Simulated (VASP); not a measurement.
# CaZr with BLYP: from relaxation to properties, part 5 of 5

Wanted: the relaxed cell of CaZr and its properties. The cell is invented: it takes the structure of a Materials Project entry for CaPb (space group 123 there), with some of its atoms replaced by other elements, volume scaled by an estimate. It may not be a known or stable phase. The atoms of the start are displaced at random from the sites of a P4/mmm cell.

VASP 6.6.1; BLYP; plane waves and PAW (Zr_sv, Ca_sv); invented cell.

Still holding for the runs below: The k-mesh is coarse for a metal.

So far. Step 14 (Volume scan with BLYP, volume scale 1.06): The pressure falls from -1.53 to -2.19 GPa. The parabola predicted -2.18 GPa, +0.01 GPa off. Step 16 (Fit for BLYP): The fitted volume lies +0.25 % from the relaxed one. At a finite cutoff and mesh the minimum of the energy and the zero of the stress don't quite coincide, and the relaxation stops at a threshold. The relaxed cell has a = 3.296, c = 5.324 Å (conventional setting).

## Step 17: Core levels (BLYP)

This step: BLYP; plane waves and PAW (Zr_sv, Ca_sv); invented cell (VASP 6.6.1).

ICORELEVEL = 1 prints the core eigenvalues in the potential of the ground state.

Input file INCAR:

```
SYSTEM = CaZr
PREC = Accurate
ENCUT = 400
EDIFF = 1E-06
NELM = 100
ISMEAR = 1
SIGMA = 0.2
LREAL = .FALSE.
ALGO = Normal
GGA = B5
ALDAX = 1
AGGAX = 1
AGGAC = 1
ALDAC = 0
LORBIT = 11
LWAVE = .FALSE.
LCHARG = .FALSE.
ICORELEVEL = 1
```

Input file POSCAR:

```
CaZr
1.0
    3.2960621418      0.0000000000      0.0000000000
    0.0000000000      3.2960621418      0.0000000000
    0.0000000000      0.0000000000      5.3244053138
Zr Ca
1 1
Direct
    0.0000000000      0.0000000000      0.5000000000
    0.5000000000      0.5000000000      0.0000000000
```

Input file KPOINTS:

```
Automatic mesh
0
Gamma
6 6 4
0 0 0
```

The projector-augmented-wave data sets are Zr_sv and Ca_sv (PBE family, release 64).

Run with:

```
> mpirun -np 1 vasp_std
```

The program printed:

```text
[... set-up lines as in an earlier step ...]
 entering main loop
       N       E                     dE             d eps       ncg     rms          rms(c)
[... 14 cycles as in an earlier step ...]
   1 F= -.78251041E+01 E0= -.78277347E+01  d E =0.789181E-02
```

Wall time 28 s (1 MPI rank of AMD EPYC 7R43, shared host); peak memory 0.13 GiB.

From OUTCAR (step 17):

```text
   NELECT =      22.0000    total number of electrons

 the core state eigenenergies are
   1-  1s -17811.7467  2s  -2458.8622  2p  -2191.3821  3s   -394.0858  3p   -306.9687
       3d   -164.0680
   2-  1s  -3937.6374  2s   -402.5674  2p   -322.9471

 E-fermi :   5.4774

[... 19 parts as in an earlier step ...]

[... 2 further parts left out ...]
```

These are scalar-relativistic Kohn-Sham levels of the ground state, with no core hole, so they are not binding energies.

This step gave:

```yaml
free_energy_toten: -7.825 eV
energy_at_zero_smearing: -7.828 eV
fermi_energy: 5.477 eV
pressure: -0.01601 GPa
```

Kohn-Sham core levels, initial state. Core levels, by row:

| atom | shell | level below the Fermi level (eV) |
| --- | --- | --- |
| Zr1 | 1s | 17817 |
| Zr1 | 2s | 2464 |
| Zr1 | 2p | 2197 |
| Zr1 | 3s | 399.6 |
| Zr1 | 3p | 312.4 |
| Zr1 | 3d | 169.5 |
| Ca2 | 1s | 3943 |
| Ca2 | 2s | 408 |
| Ca2 | 2p | 328.4 |

## Step 18: Total energy, forces and stress (BLYP), changed input

A single point gives energy, forces and stress at these settings. Some settings are moved from the usual, to see what they do.

Input file INCAR:

```
SYSTEM = CaZr
PREC = Accurate
ENCUT = 400
EDIFF = 1E-06
NELM = 100
ISMEAR = 0
SIGMA = 0.1
LREAL = .FALSE.
ALGO = VeryFast
GGA = B5
ALDAX = 1
AGGAX = 1
AGGAC = 1
ALDAC = 0
LORBIT = 11
LWAVE = .FALSE.
LCHARG = .FALSE.
ISIF = 2
```

POSCAR is that of step 17.

KPOINTS is that of step 17.

Run with:

```
> mpirun -np 1 vasp_std
```

The program printed:

```text
[... set-up lines as in an earlier step ...]
 entering main loop
       N       E                     dE             d eps       ncg     rms          rms(c)
RMM:   1     0.233892519505E+03    0.23389E+03   -0.84577E+03   450   0.101E+03
RMM:   2     0.337419664219E+02   -0.20015E+03   -0.27485E+03   450   0.301E+02
RMM:   3     0.964812148242E+01   -0.24094E+02   -0.56067E+02   450   0.152E+02
RMM:   4     0.129666560065E+01   -0.83515E+01   -0.83481E+01   450   0.692E+01
[...]
RMM:  29    -0.765574108824E+01   -0.60221E-05   -0.58441E-05  1258   0.318E-02    0.341E-03
RMM:  30    -0.765574513637E+01   -0.40481E-05   -0.39870E-05  1169   0.264E-02    0.175E-03
RMM:  31    -0.765574826397E+01   -0.31276E-05   -0.31661E-05  1088   0.221E-02    0.703E-04
WARNING in EDDRMM: call to ZHEGV failed, returncode =   8  4     14
WARNING in EDDRMM: call to ZHEGV failed, returncode =   6  3      6
RMM:  32    -0.765575058988E+01   -0.23259E-05   -0.24088E-05   976   0.183E-02    0.628E-04
RMM:  33    -0.765575253979E+01   -0.19499E-05   -0.20604E-05   891   0.156E-02    0.523E-04
RMM:  34    -0.765575410708E+01   -0.15673E-05   -0.17503E-05   843   0.132E-02    0.513E-04
RMM:  35    -0.765575540606E+01   -0.12990E-05   -0.14483E-05   761   0.114E-02    0.436E-04
RMM:  36    -0.765575673209E+01   -0.13260E-05   -0.15003E-05   694   0.101E-02    0.334E-04
RMM:  37    -0.765575779518E+01   -0.10631E-05   -0.12341E-05   677   0.906E-03    0.347E-04
WARNING in EDDRMM: call to ZHEGV failed, returncode =   6  3      6
RMM:  38    -0.765575902992E+01   -0.12347E-05   -0.14045E-05   621   0.814E-03    0.355E-04
RMM:  39    -0.765576001672E+01   -0.98680E-06   -0.11529E-05   593   0.758E-03    0.310E-04
RMM:  40    -0.765576127145E+01   -0.12547E-05   -0.14226E-05   555   0.694E-03    0.291E-04
RMM:  41    -0.765576222141E+01   -0.94997E-06   -0.11038E-05   511   0.648E-03    0.335E-04
[...]
RMM:  57    -0.765578358565E+01   -0.13494E-05   -0.14919E-05   359   0.544E-03    0.927E-04
RMM:  58    -0.765578539036E+01   -0.18047E-05   -0.19565E-05   386   0.552E-03    0.955E-04
RMM:  59    -0.765578680557E+01   -0.14152E-05   -0.15452E-05   345   0.538E-03    0.104E-03
WARNING in EDDRMM: call to ZHEGV failed, returncode =   6  3     14
RMM:  60    -0.765578865082E+01   -0.18452E-05   -0.19916E-05   360   0.545E-03    0.106E-03
RMM:  61    -0.765579012939E+01   -0.14786E-05   -0.16154E-05   356   0.539E-03    0.113E-03
RMM:  62    -0.765579201459E+01   -0.18852E-05   -0.20282E-05   351   0.545E-03    0.116E-03
RMM:  63    -0.765579356038E+01   -0.15458E-05   -0.16826E-05   365   0.549E-03    0.122E-03
[...]
RMM:  98    -0.765586866004E+01   -0.25679E-05   -0.27018E-05   321   0.550E-03    0.300E-03
RMM:  99    -0.765587101832E+01   -0.23583E-05   -0.25055E-05   331   0.559E-03    0.312E-03
RMM: 100    -0.765587360772E+01   -0.25894E-05   -0.27332E-05   325   0.546E-03
 -----------------------------------------------------------------------------
|                                                                             |
|           W    W    AA    RRRRR   N    N  II  N    N   GGGG   !!!           |
|           W    W   A  A   R    R  NN   N  II  NN   N  G    G  !!!           |
|           W    W  A    A  R    R  N N  N  II  N N  N  G       !!!           |
|           W WW W  AAAAAA  RRRRR   N  N N  II  N  N N  G  GGG   !            |
|           WW  WW  A    A  R   R   N   NN  II  N   NN  G    G                |
|           W    W  A    A  R    R  N    N  II  N    N   GGGG   !!!           |
|                                                                             |
|     The electronic self-consistency was not achieved in the given           |
|     number of steps (NELM). The forces and other quantities evaluated       |
|     might not be reliable so examine the results carefully. If you find     |
|     spurious results, we suggest increasing NELM, if you were close to      |
|     convergence or switching to a different ALGO or adjusting the           |
|     density mixing parameters otherwise.                                    |
|                                                                             |
 -----------------------------------------------------------------------------

   1 F= -.76558736E+01 E0= -.76505119E+01  d E =-.107234E-01
```

Elapsed: 2.9 min, on 1 MPI rank; peak memory 0.12 GiB.

From OUTCAR (step 18):

```text
 k-point     1 :       0.0000    0.0000    0.0000
  band No.  band energies     occupation
    ...
      7     -16.3524      2.00000
      8     -16.3524      2.00000
      9       0.9015      2.00000
     10       3.8061      2.00000
     11       4.5799      2.00000
     12       6.7949      0.00000
     13       7.4531      0.00000
     14       7.5120      0.00000
     15       7.5120      0.00000

  Total        0.0088107      0.0088107     -0.0605148      0.0000000      0.0000000      0.0000000
  in kB        0.2440399      0.2440399     -1.6761394      0.0000000      0.0000000      0.0000000
  external PRESSURE =      -0.3960199 kB  Pullay stress =       0.0000000 kB

  FREE ENERGIE OF THE ION-ELECTRON SYSTEM (eV)
  ---------------------------------------------------
  free  energy   TOTEN  =        -7.6558736077 eV

  energy  without entropy=       -7.6451501931  energy(sigma->0) =       -7.65051190

[... 9 parts as in an earlier step ...]

[... 11 further parts left out ...]
[key lines of the parts left out:]
E-fermi :   5.5200
```

EDIFF was not reached within NELM cycles, so the run counts as unconverged.

At the end rms(c) stands at 3e-04, with no steady fall over the second half of the cycles shown.

Settings moved from the usual: ALGO = VeryFast, ISMEAR = 0 and SIGMA = 0.1.

## Step 19: Results

| Quantity | Value |
| --- | --- |
| relaxed volume | 28.92 Å³/atom |
| relaxed conventional cell a, b, c | 3.296, 3.296, 5.324 Å |
| space group after relaxing, within 0.02 Å | P4/mmm (No. 123) |
| band gap | none, a metal |
| DOS at the Fermi level | 3.82 states/eV/cell |
| bulk modulus from the fit | 41.3 GPa |
| volume from the fit | 29.0 Å³/atom |
| shallowest level of the frozen cores | Zr1 3d, 169.5 eV deep |

With BLYP, CaZr relaxes to 28.92 Å³/atom in space group P4/mmm, comes out as a metal and has a bulk modulus of 41.3 GPa at fixed shape and positions, an upper bound. Not obtained: total energy, forces and stress (BLYP), changed input, because the run did not converge. Band structure (BLYP): Of the bands kept, 2 cross the Fermi level on this path. Spin-orbit coupling is left out; it would split some degenerate bands. The k-sampling is coarse for a metal, so the Fermi level, pressures and the shape of the cell carry errors. No search among competing phases was made. All values are for a static lattice at zero temperature.

[Lines on the potential files, build, host, timing and source positions are cut from VASP's logs without a mark.]

[Logs are printed without paths, hosts, clocks, repeated set-up lines and the standing remarks that a program may print on its own settings, such as how far it seeks lower states.]

[Hosts, paths, dates, database ids (printed as entryN), source tags and the programs' standing remarks are cut or masked in the printed files.]

[A measured line is paired with the nearest computed mode of its activity, which favours agreement.]
